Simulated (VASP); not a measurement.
An input for Quantum ESPRESSO's pw.x (written as the equivalent of a VASP run, and not itself run):

```
&CONTROL
  calculation = 'scf'
  pseudo_dir = './pseudo'
  outdir = './out'
  tprnfor = .true.
  tstress = .true.
/
&SYSTEM
  ibrav = 0
  nat = 2
  ntyp = 2
  ecutwfc = 74
  occupations = 'smearing'
  smearing = 'gaussian'
  degauss = 0.000735
  input_dft = 'revpbe'
/
&ELECTRONS
  conv_thr = 7.3e-08
  electron_maxstep = 100
/
ATOMIC_SPECIES
  K 39.098 K.upf
  Cl 35.450 Cl.upf
CELL_PARAMETERS angstrom
     0.0000000    3.1622920    3.1622920
     3.1622920    0.0000000    3.1622920
     3.1622920    3.1622920    0.0000000
ATOMIC_POSITIONS crystal
  K    0.0000000  0.0000000  0.0000000
  Cl   0.5000000  0.5000000  0.5000000
K_POINTS automatic
  6 6 6 0 0 0
```

### Question
Write the VASP files for the same calculation (revPBE).

### Answer
One answer among several that fit: 
**POSCAR**
```
KCl
1.0
  0.0000000000   3.1622920000   3.1622920000
  3.1622920000   0.0000000000   3.1622920000
  3.1622920000   3.1622920000   0.0000000000
K Cl
1 1
Cartesian
  0.0000000000   0.0000000000   0.0000000000
  3.1622920000   3.1622920000   3.1622920000
```

### INCAR
```
! general
SYSTEM=KCl
PREC  =Accurate
ENCUT =300
LREAL =F
LASPH =T   ! aspherical one-centre terms

! electronic loop
EDIFF =1E-6   ! SCF stop (eV)
NELM  =100   ! most electronic steps
ALGO  =Normal   ! blocked Davidson

! smearing
ISMEAR=0   ! Gaussian
SIGMA =0.01

! functional
GGA   =RE   ! revPBE

! ions
ISIF  =2   ! forces and stress, cell fixed

! output
LWAVE =F
LCHARG=F
```

KPOINTS:
```
Regular mesh
0
G
 6 6 6
0 0 0
```

POTCAR, in this order: K_sv Cl (PBE.64 set). Program: vasp_std.

What does not carry over: the potentials are each code's own (VASP's PAW set, PseudoDojo norm-conserving files in pw.x), so ENCUT and ecutwfc are chosen apart and not converted; conv_thr bounds pw.x's estimated SCF error, while EDIFF bounds the energy change between steps.

The structure comes from a computed database's KCl entry; how it stands against other phases isn't given here. The cell was not relaxed at this level. The run is one of a series of settings (KPOINTS 6×6×6 Γ-centred mesh against the base run), some of them coarse on purpose.
